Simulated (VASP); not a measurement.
These are PBE GGA, VASP's PBE PAW potentials (set 64) (plane waves; VASP 6.6.1) values and carry that method's errors.

A VASP calculation is set up with these files.

**POSCAR**
```
CoO
1
    4.3507380000     2.1753690000     2.1753690000
    2.1753690000     4.3507380000     2.1753690000
    2.1753690000     2.1753690000     4.3507380000
Co O
2 2
Direct
  0.0000000000   0.0000000000   0.0000000000
  0.5000000000   0.5000000000   0.5000000000
  0.2500000000   0.2500000000   0.2500000000
  0.7500000000   0.7500000000   0.7500000000
```

File KPOINTS:
```
K-points
0
G
 10 10 10
0 0 0
```

INCAR:
```
SYSTEM  =  CoO
PREC  =  Accurate; ENCUT  =  400; LREAL  =  .FALSE.
LASPH  =  .TRUE.
EDIFF  =  1E-6; NELM  =  100; ALGO  =  Normal
LMAXMIX  =  4
ISMEAR  =  0; SIGMA  =  0.02
GGA  =  PE
MAGMOM  =  3.0 -3.0 2*0.0
ISPIN  =  2
ISIF  =  2
LWAVE  =  .FALSE.; LCHARG  =  .FALSE.; LORBIT  =  11
```

POTCAR, in this order: Co O (PBE.64 set). Program: vasp_std.

The run wrote:

**OUTCAR**
```
 ion  position               nearest neighbor table
   1  0.000  0.000  0.000-   4 2.18   4 2.18   4 2.18   3 2.18   3 2.18   3 2.18   2 3.08   2 3.08
                             2 3.08   2 3.08   2 3.08   2 3.08
   2  0.500  0.500  0.500-   3 2.18   3 2.18   3 2.18   4 2.18   4 2.18   4 2.18   1 3.08   1 3.08
                             1 3.08   1 3.08   1 3.08   1 3.08
   3  0.250  0.250  0.250-   1 2.18   1 2.18   1 2.18   2 2.18   2 2.18   2 2.18
   4  0.750  0.750  0.750-   2 2.18   2 2.18   2 2.18   1 2.18   1 2.18   1 2.18
  LATTYP: Found a trigonal (rhomboedric) cell.
 ALAT       =     5.3285440523
 COS(alpha) =     0.8333333333
 Subroutine PRICEL returns following result:
  LATTYP: Found a face centered cubic cell.
 ALAT       =     4.3507380000
 Subroutine GETGRP returns: Found 12 space group operations
The static configuration has the point symmetry D_3d.
The dynamic configuration has the point symmetry D_3d.
The overall configuration has the point symmetry D_3d.
 Subroutine INISYM returns: Found 12 space group operations
 Subroutine IBZKPT returns following result:
 Found    116 irreducible k-points:

 Following reciprocal coordinates:
            Coordinates               Weight
  0.000000  0.000000  0.000000      1.000000
  0.100000 -0.000000 -0.000000      6.000000
  0.200000 -0.000000 -0.000000      6.000000
  0.300000  0.000000  0.000000      6.000000
  0.400000 -0.000000 -0.000000      6.000000
  0.500000 -0.000000 -0.000000      3.000000
  0.100000  0.100000 -0.000000      6.000000
  0.200000  0.100000  0.000000     12.000000
  0.300000  0.100000  0.000000     12.000000
  0.400000  0.100000 -0.000000     12.000000
  0.500000  0.100000 -0.000000     12.000000
 -0.400000  0.100000  0.000000     12.000000
 -0.300000  0.100000 -0.000000     12.000000
 -0.200000  0.100000  0.000000     12.000000
 -0.100000  0.100000  0.000000      6.000000
  0.200000  0.200000 -0.000000      6.000000
  0.300000  0.200000 -0.000000     12.000000
  0.400000  0.200000  0.000000     12.000000
  0.500000  0.200000 -0.000000     12.000000
 -0.400000  0.200000  0.000000     12.000000
 -0.300000  0.200000 -0.000000     12.000000
 -0.200000  0.200000  0.000000      6.000000
  0.300000  0.300000  0.000000      6.000000
  0.400000  0.300000  0.000000     12.000000
  0.500000  0.300000  0.000000     12.000000
 -0.400000  0.300000  0.000000     12.000000
 -0.300000  0.300000  0.000000      6.000000
  0.400000  0.400000 -0.000000      6.000000
  0.500000  0.400000 -0.000000     12.000000
 -0.400000  0.400000  0.000000      6.000000
  0.500000  0.500000 -0.000000      3.000000
  0.100000  0.100000  0.100000      2.000000
  0.200000  0.100000  0.100000      6.000000
  0.300000  0.100000  0.100000      6.000000
  0.400000  0.100000  0.100000      6.000000
  0.500000  0.100000  0.100000      6.000000
 -0.400000  0.100000  0.100000      6.000000
 -0.300000  0.100000  0.100000      6.000000
 -0.200000  0.100000  0.100000      6.000000
 -0.100000  0.100000  0.100000      6.000000
   k-points           NKPTS =    116   k-points in BZ     NKDIM =    116   number of bands    NBANDS=     19
   number of dos      NEDOS =    301   number of ions     NIONS =      4
   total plane-waves  NPLWV =  46656
   dimension x,y,z NGX =    36 NGY =   36 NGZ =   36
   dimension x,y,z NGXF=    72 NGYF=   72 NGZF=   72
   ions per type =               2   2
   PREC   = accura    normal or accurate (medium, high low for compatibility)
   ISTART =      0    job   : 0-new  1-cont  2-samecut
   ICHARG =      2    charge: 1-file 2-atom 10-const
   ISPIN  =      2    spin polarized calculation?
   LNONCOLLINEAR =      F non collinear calculations
   LSORBIT =      F    spin-orbit coupling
...
```

OSZICAR:
```
       N       E                     dE             d eps       ncg     rms          rms(c)
DAV:   1     0.226551381997E+03    0.22655E+03   -0.12391E+04  8904   0.156E+03
DAV:   2     0.531156940064E+00   -0.22602E+03   -0.21343E+03  9073   0.365E+02
DAV:   3    -0.302217465528E+02   -0.30753E+02   -0.29292E+02 10826   0.148E+02
DAV:   4    -0.316087272847E+02   -0.13870E+01   -0.13385E+01 11045   0.318E+01
DAV:   5    -0.316593116910E+02   -0.50584E-01   -0.50383E-01 11583   0.553E+00    0.198E+01
DAV:   6    -0.297689397830E+02    0.18904E+01   -0.68030E+01 12996   0.118E+02    0.310E+01
DAV:   7    -0.261825456554E+02    0.35864E+01   -0.45054E+01 12891   0.113E+02    0.997E+00
DAV:   8    -0.263826856876E+02   -0.20014E+00   -0.31740E+00 11005   0.186E+01    0.588E+00
DAV:   9    -0.263424511538E+02    0.40235E-01   -0.19721E+00 14658   0.248E+01    0.402E+00
DAV:  10    -0.263368643291E+02    0.55868E-02   -0.30192E-01 11349   0.837E+00    0.322E+00
DAV:  11    -0.263459702744E+02   -0.91059E-02   -0.28578E-02 13097   0.299E+00    0.348E+00
DAV:  12    -0.263240501406E+02    0.21920E-01   -0.44709E-02 13189   0.510E+00    0.276E+00
DAV:  13    -0.262830498695E+02    0.41000E-01   -0.18646E-01 14090   0.918E+00    0.776E-01
DAV:  14    -0.262889808071E+02   -0.59309E-02   -0.41427E-02 11814   0.240E+00    0.583E-01
DAV:  15    -0.262938802655E+02   -0.48995E-02   -0.28349E-02 12992   0.242E+00    0.352E-01
DAV:  16    -0.262937837958E+02    0.96470E-04   -0.11573E-02 13033   0.161E+00    0.221E-01
DAV:  17    -0.262948276962E+02   -0.10439E-02   -0.22329E-03 12475   0.813E-01    0.689E-02
DAV:  18    -0.262948056677E+02    0.22028E-04   -0.24834E-04 12606   0.244E-01    0.465E-02
DAV:  19    -0.262948176029E+02   -0.11935E-04   -0.10130E-04 13406   0.192E-01    0.105E-02
DAV:  20    -0.262948192481E+02   -0.16452E-05   -0.10797E-05  9470   0.367E-02    0.817E-03
DAV:  21    -0.262948185331E+02    0.71499E-06   -0.23649E-06  6585   0.378E-02
   1 F= -.26294819E+02 E0= -.26294725E+02  d E =-.186191E-03  mag=     0.0000
```

OUTCAR:
```
------------------------ aborting loop because EDIFF is reached ----------------------------------------
  FORCE on cell =-STRESS in cart. coord.  units (eV):
  Direction    XX          YY          ZZ          XY          YZ          ZX
  --------------------------------------------------------------------------------------
  Total       -4.3822830     -4.3822830     -4.3822830      0.1502275      0.1502275      0.1502275
  in kB     -170.5109236   -170.5109236   -170.5109236      5.8452235      5.8452235      5.8452235
  external PRESSURE =    -170.5109236 kB  Pullay stress =       0.0000000 kB
  volume of cell :       41.18
      direct lattice vectors                 reciprocal lattice vectors
     4.350738000  2.175369000  2.175369000     0.344769094 -0.114923031 -0.114923031
     2.175369000  4.350738000  2.175369000    -0.114923031  0.344769094 -0.114923031
     2.175369000  2.175369000  4.350738000    -0.114923031 -0.114923031  0.344769094
 POSITION                                       TOTAL-FORCE (eV/Angst)
 -----------------------------------------------------------------------------------
      0.00000      0.00000      0.00000         0.000000      0.000000     -0.000000
      4.35074      4.35074      4.35074         0.000000      0.000000     -0.000000
      2.17537      2.17537      2.17537         0.000000      0.000000      0.000000
      6.52611      6.52611      6.52611        -0.000000     -0.000000      0.000000
 -----------------------------------------------------------------------------------
    total drift:                                0.000000      0.000000      0.000000
  FREE ENERGIE OF THE ION-ELECTRON SYSTEM (eV)
  ---------------------------------------------------
  free  energy   TOTEN  =       -26.2948185331 eV

  energy  without entropy=      -26.2946323426  energy(sigma->0) =      -26.29472544

 total charge

# of ion       s       p       d       tot
------------------------------------------
    1        0.275   0.314   7.121   7.710
    2        0.275   0.314   7.121   7.710
    3        1.586   3.395   0.000   4.981
    4        1.586   3.395   0.000   4.981
--------------------------------------------------
tot          3.723   7.418  14.243  25.383

 magnetization (x)

# of ion       s       p       d       tot
------------------------------------------
    1        0.000  -0.003   2.458   2.455
    2       -0.000   0.003  -2.458  -2.455
    3        0.000   0.000   0.000   0.000
    4        0.000   0.000   0.000   0.000
--------------------------------------------------
tot          0.000   0.000   0.000   0.000
```
(Selected blocks of OUTCAR.)

At this cut-off the stress carries a Pulay error, which pulls relaxed volumes low.

The structure is a typed CoO crystal. The cell was not relaxed at this level.
